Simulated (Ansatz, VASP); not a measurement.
# YSe in two plane-wave programs

Aim: how closely do two programs agree when they are given the same cell, functional and k mesh? The cell is taken from a series of runs on this material, whose earlier steps may have relaxed, scaled, displaced or heated it; both programs get it as it stands.

Calculated with Ansatz 0.2.0; plane waves, with VASP 6.6.1 beside it; zone-centre phonons at PBEsol.

**1. Set-up**

Symmetry: Fm-3m, No. 225, cubic system. The conventional cell has a = 5.689 Å, b = 5.689 Å, c = 5.689 Å, α = 90.00°, β = 90.00°, γ = 90.00°. Nearest to Y lie 6 Se at 2.84 Å. Nearest to Se lie 6 Y at 2.84 Å. Farther neighbours and most contacts between anions are not listed.

Structure file:

```
Y Se
1.0
     0.00000    2.84447    2.84447
     2.84447    0.00000    2.84447
     2.84447    2.84447    0.00000
Y Se
1 1
Direct
  0.50000 0.50000 0.50000
  0.00000 0.00000 0.00000
```

**2. VASP: zone-centre phonons, PBEsol**

Second derivatives magnify differences that forces hide, and they need a tight electronic threshold.

Lines of VASP's logs that name or quote its potential files are left out, and so is its time.

Contents of INCAR:

```
SYSTEM = YSe
PREC = Accurate
ENCUT = 500
EDIFF = 1E-08
NELM = 120
ISMEAR = 1
SIGMA = 0.2
LREAL = .FALSE.
ALGO = Normal
GGA = PS
NBANDS = 14
LASPH = .TRUE.
LORBIT = 11
LWAVE = .FALSE.
LCHARG = .FALSE.
ISIF = 2
IBRION = 8
GGA_COMPAT = .FALSE.
KPAR = 2
```

Contents of POSCAR:

```
YSe
1.0
    0.0000000000      2.8444702354      2.8444702354
    2.8444702354      0.0000000000      2.8444702354
    2.8444702354      2.8444702354      0.0000000000
Y Se
1 1
Direct
    0.5000000000      0.5000000000      0.5000000000
    0.0000000000      0.0000000000      0.0000000000
```

Contents of KPOINTS:

```
Automatic mesh
0
Gamma
12 12 12
0 0 0
```

The projector-augmented-wave data sets are Y_sv and Se (PBE family, release 64).

Run with:

```bash
$ mpirun -np 2 vasp_std
```

Numbers of over 12 decimals in the logs are rounded to 6 here.

What it wrote:

```text
[banner, memory and clock lines left out]
running    2 mpi-ranks, on    1 nodes
 distrk:  each k-point on    1 cores,    2 groups
 distr:  one band on    1 cores,    1 groups

 POSCAR found type information on POSCAR Y Se
 POSCAR found :  2 types and       2 ions
|                                                                             |
|               ----> ADVICE to this user running VASP <----                  |
|                                                                             |
|     You enforced a specific xc type in the INCAR file but a different       |
|     [... a line on the potential file left out ...]
|     I HOPE YOU KNOW WHAT YOU ARE DOING!                                     |
|                                                                             |

 LDA part: xc-table for (Slater+PW92), standard interpolation
 POSCAR, INCAR and KPOINTS ok, starting setup
 FFT: planning ... GRIDC
 FFT: planning ... GRID_SOFT
 FFT: planning ... GRID
 WAVECAR not read
 entering main loop
       N       E                     dE             d eps       ncg     rms          rms(c)
DAV:   1     0.562130616027E+02    0.56213E+02   -0.79490E+03  2024   0.107E+03
DAV:   2    -0.111274149544E+02   -0.67340E+02   -0.63964E+02  2716   0.222E+02
DAV:   3    -0.149509748746E+02   -0.38236E+01   -0.37913E+01  3316   0.390E+01
DAV:   4    -0.150131207553E+02   -0.62146E-01   -0.62131E-01  2246   0.491E+00
DAV:   5    -0.150145915461E+02   -0.14708E-02   -0.14708E-02  2770   0.534E-01    0.254E+01
DAV:   6    -0.144603378753E+02    0.55425E+00   -0.90420E-01  2430   0.587E+00    0.181E+01
DAV:   7    -0.144082430770E+02    0.52095E-01   -0.55003E-01  2882   0.466E+00    0.435E+00
DAV:   8    -0.143909819083E+02    0.17261E-01   -0.12225E-01  2328   0.229E+00    0.340E-01
DAV:   9    -0.143902507123E+02    0.73120E-03   -0.75851E-03  2244   0.607E-01    0.113E-01
DAV:  10    -0.143902286591E+02    0.22053E-04   -0.30738E-04  2454   0.157E-01    0.102E-01
DAV:  11    -0.143902355459E+02   -0.68868E-05   -0.42110E-05  2482   0.536E-02    0.498E-02
DAV:  12    -0.143902332166E+02    0.23293E-05   -0.84265E-06  2376   0.225E-02    0.620E-03
DAV:  13    -0.143902329988E+02    0.21778E-06   -0.76940E-07  2362   0.643E-03    0.246E-03
DAV:  14    -0.143902329744E+02    0.24411E-07   -0.63095E-08  2538   0.197E-03    0.150E-03
DAV:  15    -0.143902329307E+02    0.43766E-07   -0.86443E-09  1434   0.794E-04    0.382E-04
DAV:  16    -0.143902329304E+02    0.26853E-09   -0.13891E-09  1062   0.304E-04
   1 F= -.14390233E+02 E0= -.14391279E+02  d E =0.313919E-02
 Linear response reoptimize wavefunctions to high precision
DAV:   1    -0.143902329357E+02   -0.52894E-08   -0.17475E-10  1158   0.991E-05
DAV:   2    -0.143902329357E+02   -0.56161E-10   -0.31613E-11  1050   0.352E-05
 Linear response DOF=           2
 Linear response progress:
  Degree of freedom:   1/  2
       N       E                     dE             d eps       ncg     rms          rms(c)
RMM:   1    -0.283654572270E+00   -0.28365E+00    0.34350E+00  5564   0.115E+01
RMM:   2    -0.273977528559E+00    0.96770E-02   -0.12419E-01  7428   0.195E+00    0.206E-01
RMM:   3    -0.275325996446E+00   -0.13485E-02   -0.11235E-02  8611   0.608E-01    0.176E-01
RMM:   4    -0.275744772849E+00   -0.41878E-03   -0.15496E-03 10061   0.210E-01    0.106E-01
RMM:   5    -0.275825411859E+00   -0.80639E-04   -0.29854E-04 10058   0.893E-02    0.826E-03
RMM:   6    -0.275823279001E+00    0.21329E-05   -0.62274E-05 10659   0.386E-02    0.931E-03
RMM:   7    -0.275811395644E+00    0.11883E-04   -0.15400E-05 10828   0.168E-02    0.691E-03
RMM:   8    -0.275733887089E+00    0.77509E-04   -0.24931E-06  9722   0.108E-02    0.371E-03
RMM:   9    -0.275757953178E+00   -0.24066E-04   -0.18787E-06 10214   0.559E-03    0.585E-04
RMM:  10    -0.275758010675E+00   -0.57497E-07   -0.89670E-06 10846   0.281E-03    0.153E-04
RMM:  11    -0.275759079528E+00   -0.10689E-05   -0.85858E-06 10924   0.177E-03    0.105E-04
RMM:  12    -0.275760861437E+00   -0.17819E-05   -0.56942E-06 10872   0.123E-03    0.175E-04
RMM:  13    -0.275761717090E+00   -0.85565E-06   -0.42856E-06 11073   0.917E-04    0.175E-04
RMM:  14    -0.275761562760E+00    0.15433E-06   -0.30273E-06  9797   0.871E-04    0.220E-04
[...]
RMM:  33    -0.275764176101E+00   -0.26452E-08   -0.32250E-07  4017   0.103E-04    0.449E-05
RMM:  34    -0.275764177776E+00   -0.16752E-08   -0.30306E-07  3663   0.957E-05    0.506E-05
RMM:  35    -0.275764179146E+00   -0.13693E-08   -0.28430E-07  3294   0.890E-05    0.557E-05
RMM:  36    -0.275764181249E+00   -0.21035E-08   -0.26706E-07  3309   0.829E-05    0.604E-05
RMM:  37    -0.275764181924E+00   -0.67517E-09   -0.25095E-07  3060   0.772E-05    0.649E-05
RMM:  38    -0.275764183367E+00   -0.14427E-08   -0.23616E-07  3106   0.720E-05    0.689E-05
RMM:  39    -0.275764183658E+00   -0.29084E-09   -0.22205E-07  2878   0.672E-05    0.727E-05
RMM:  40    -0.275764184406E+00   -0.74785E-09   -0.20913E-07  2849   0.628E-05    0.762E-05
 first order change of Fermi-energy   0.16734E-03
 force on displaced ion       1 direction 1 :  -7.070   0.000   0.000
 Linear response progress:
  Degree of freedom:   2/  2
       N       E                     dE             d eps       ncg     rms          rms(c)
RMM:   1    -0.901089063634E-01   -0.90109E-01   -0.24035E-04 10686   0.140E+00
RMM:   2    -0.829521845926E-01    0.71567E-02   -0.37936E-03  8543   0.338E-01    0.298E-01
RMM:   3    -0.833709814057E-01   -0.41880E-03   -0.51532E-04  9071   0.957E-02    0.178E-01
RMM:   4    -0.839356901577E-01   -0.56471E-03   -0.16271E-04  8740   0.587E-02    0.996E-03
RMM:   5    -0.838713331051E-01    0.64357E-04   -0.30811E-05  9124   0.210E-02    0.989E-03
RMM:   6    -0.838802320501E-01   -0.88989E-05   -0.48736E-06  9939   0.776E-03    0.452E-03
RMM:   7    -0.838789728975E-01    0.12592E-05   -0.57267E-07  9725   0.309E-03    0.134E-03
RMM:   8    -0.838817019170E-01   -0.27290E-05    0.93216E-08  9967   0.138E-03    0.248E-04
RMM:   9    -0.838821565686E-01   -0.45465E-06    0.37569E-06 10330   0.572E-04    0.554E-05
RMM:  10    -0.838823475626E-01   -0.19099E-06    0.79632E-07 10417   0.251E-04    0.260E-05
RMM:  11    -0.838822595875E-01    0.87975E-07    0.13045E-06 10460   0.110E-04    0.423E-06
RMM:  12    -0.838822407406E-01    0.18847E-07    0.33823E-08 10537   0.515E-05    0.583E-06
RMM:  13    -0.838822316023E-01    0.91383E-08    0.20043E-07 10003   0.236E-05    0.223E-06
RMM:  14    -0.838822289761E-01    0.26262E-08    0.17428E-08  9379   0.124E-05    0.126E-06
 first order change of Fermi-energy   0.34572E-04
 force on displaced ion       2 direction 1 :  -7.072   0.000   0.000
 Linear response finished
```

From OUTCAR (step 2):

```text
ion  position               nearest neighbor table
   1  0.500  0.500  0.500-   2 2.84   2 2.84   2 2.84   2 2.84   2 2.84   2 2.84
   2  0.000  0.000  0.000-   1 2.84   1 2.84   1 2.84   1 2.84   1 2.84   1 2.84

  LATTYP: Found a face centered cubic cell.
 ALAT       =     5.6889404708

 Subroutine GETGRP returns: Found 48 space group operations
 (whereof 48 operations were pure point group operations)

The static configuration has the point symmetry O_h .

 Found     72 irreducible k-points:

   k-points           NKPTS =     72   k-points in BZ     NKDIM =     72   number of bands    NBANDS=     14

   dimension x,y,z NGX =    30 NGY =   30 NGZ =   30
   dimension x,y,z NGXF=    60 NGYF=   60 NGZF=   60

   ENCUT  =  500.0 eV  36.75 Ry    6.06 a.u.   7.33  7.33  7.33*2*pi/ulx,y,z

   NELECT =      17.0000    total number of electrons

 k-points in reciprocal lattice and weights: Automatic mesh
   0.00000000  0.00000000  0.00000000       0.001
   0.08333333  0.00000000  0.00000000       0.005
   0.16666667  0.00000000  0.00000000       0.005
   0.25000000  0.00000000  0.00000000       0.005
   0.33333333  0.00000000  0.00000000       0.005
   0.41666667  0.00000000  0.00000000       0.005
   0.50000000  0.00000000  0.00000000       0.002
   0.08333333  0.08333333  0.00000000       0.003
   0.16666667  0.08333333  0.00000000       0.014
[...]
-0.33333333  0.50000000  0.16666667       0.007
  -0.25000000  0.50000000  0.25000000       0.003

 average (electrostatic) potential at core
       1 -35.2858       2 -53.4981

  Total        0.0190405      0.0190405      0.0190405      0.0000000      0.0000000      0.0000000
  in kB        0.6627593      0.6627593      0.6627593      0.0000000      0.0000000      0.0000000
  external PRESSURE =       0.6627593 kB  Pullay stress =       0.0000000 kB

  energy-cutoff  :      500.00
  volume of cell :       46.03
      direct lattice vectors                 reciprocal lattice vectors
     0.000000000  2.844470235  2.844470235    -0.175779656  0.175779656  0.175779656
     2.844470235  0.000000000  2.844470235     0.175779656 -0.175779656  0.175779656
     2.844470235  2.844470235  0.000000000     0.175779656  0.175779656 -0.175779656

 POSITION                                       TOTAL-FORCE (eV/Angst)
 -----------------------------------------------------------------------------------
      2.84447      2.84447      2.84447        -0.000000     -0.000000     -0.000000
      0.00000      0.00000      0.00000         0.000000      0.000000      0.000000
 -----------------------------------------------------------------------------------
    total drift:                                0.000000     -0.000000      0.000000

 Eigenvectors and eigenvalues of the dynamical matrix
 ----------------------------------------------------

   1 f  =    6.428314 THz    40.390289 2PiTHz  214.425481 cm-1    26.585359 meV
             X         Y         Z           dx          dy          dz
      2.844470  2.844470  2.844470     0.000000    0.685799    0.000000
      0.000000  0.000000  0.000000     0.000000   -0.727791    0.000000

   2 f  =    6.428314 THz    40.390289 2PiTHz  214.425481 cm-1    26.585359 meV
             X         Y         Z           dx          dy          dz
      2.844470  2.844470  2.844470    -0.685799    0.000000    0.000000
      0.000000  0.000000  0.000000     0.727791    0.000000    0.000000

   3 f  =    6.428314 THz    40.390289 2PiTHz  214.425481 cm-1    26.585359 meV
             X         Y         Z           dx          dy          dz
      2.844470  2.844470  2.844470     0.000000    0.000000   -0.685799
      0.000000  0.000000  0.000000     0.000000    0.000000    0.727791

   4 f/i=    0.000356 THz     0.002238 2PiTHz    0.011880 cm-1     0.001473 meV
             X         Y         Z           dx          dy          dz
      2.844470  2.844470  2.844470     0.727791    0.000000    0.000000
      0.000000  0.000000  0.000000     0.685799    0.000000    0.000000

   5 f/i=    0.000356 THz     0.002238 2PiTHz    0.011880 cm-1     0.001473 meV
             X         Y         Z           dx          dy          dz
      2.844470  2.844470  2.844470     0.000000   -0.727791    0.000000
      0.000000  0.000000  0.000000     0.000000   -0.685799    0.000000

   6 f/i=    0.000356 THz     0.002238 2PiTHz    0.011880 cm-1     0.001473 meV
             X         Y         Z           dx          dy          dz
      2.844470  2.844470  2.844470     0.000000    0.000000    0.727791
      0.000000  0.000000  0.000000     0.000000    0.000000    0.685799

 ELASTIC MODULI CONTR FROM IONIC RELAXATION (kBar)
 Direction    XX          YY          ZZ          XY          YZ          ZX
 --------------------------------------------------------------------------------
 XX           0.0000      0.0000      0.0000      0.0000      0.0000      0.0000
 YY           0.0000      0.0000      0.0000      0.0000      0.0000      0.0000
 ZZ           0.0000      0.0000      0.0000      0.0000      0.0000      0.0000
 XY           0.0000      0.0000      0.0000      0.0000      0.0000      0.0000
 YZ           0.0000      0.0000      0.0000      0.0000      0.0000      0.0000
 ZX           0.0000      0.0000      0.0000      0.0000      0.0000      0.0000
 --------------------------------------------------------------------------------
```

(Continued in part 2 of 2.)

[Lines on the potential files, build, host, timing and source positions are cut from VASP's logs without a mark.]

[Logs are printed without paths, hosts, clocks, repeated set-up lines and the standing remarks that a program may print on its own settings, such as how far it seeks lower states.]

[Hosts, paths, dates, database ids (printed as entryN), source tags and the programs' standing remarks are cut or masked in the printed files.]
